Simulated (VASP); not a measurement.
Input:

```cif
data_O2Sn2
_chemical_formula_sum 'Sn2 O2'
_space_group_name_H-M_alt 'P4/nmm :1'
_space_group_IT_number 129
_space_group_name_Hall 'P 4ab 2ab -1ab'
_cell_length_a 3.86779
_cell_length_b 3.86779
_cell_length_c 5.05264
_cell_angle_alpha 90.000
_cell_angle_beta 90.000
_cell_angle_gamma 90.000
loop_
_space_group_symop_operation_xyz
  'x, y, z'
  '-y+1/2, x+1/2, z'
  '-x, -y, z'
  'y+1/2, -x+1/2, z'
  'x+1/2, -y+1/2, -z'
  '-y, -x, -z'
  '-x+1/2, y+1/2, -z'
  'y, x, -z'
  '-x+1/2, -y+1/2, -z'
  'y, -x, -z'
  'x+1/2, y+1/2, -z'
  '-y, x, -z'
  '-x, y, z'
  'y+1/2, x+1/2, z'
  'x, -y, z'
  '-y+1/2, -x+1/2, z'
loop_
_atom_site_label
_atom_site_type_symbol
_atom_site_symmetry_multiplicity
_atom_site_Wyckoff_symbol
_atom_site_fract_x
_atom_site_fract_y
_atom_site_fract_z
_atom_site_occupancy
Sn1 Sn 2 c 0.00000 0.50000 0.23018 1
O1 O 2 a 0.00000 0.00000 0.00000 1
```

Computed with PBE GGA, VASP's PBE PAW potentials (set 64) (plane waves; VASP). Run with 600 eV cut-off, 6×6×4 Γ-centred mesh, Gaussian smearing of 0.050 eV, potentials Sn_d O.

Without a dispersion term in the relaxation, distances and binding between the weakly bound layers, chains or molecules are unreliable, and so is what depends on them.

Each relaxation starts from this cell; other phases were not tried.

Q: The cell is relaxed at 2 GPa. What happens?

A: The volume per atom goes from 18.90 to 17.51 Å³ (-7.4 %), and the cell becomes a = b = 3.8350 Å, c = 4.7615 Å, α = β = γ = 90.00°, space group P4/nmm. The gap on the mesh, 0.46 eV at the start, closes.

Q: The cell is relaxed at 5 GPa. What happens?

A: The volume per atom goes from 18.90 to 16.42 Å³ (-13.1 %), and the cell becomes a = b = 3.795 Å, c = 4.560 Å, α = β = γ = 90.00°, space group P4/nmm. The gap on the mesh, 0.46 eV at the start, closes.

Failed runs are left out, and for metals the shear rows, which the mesh's noise covers.

The compound is SnO in the litharge structure.
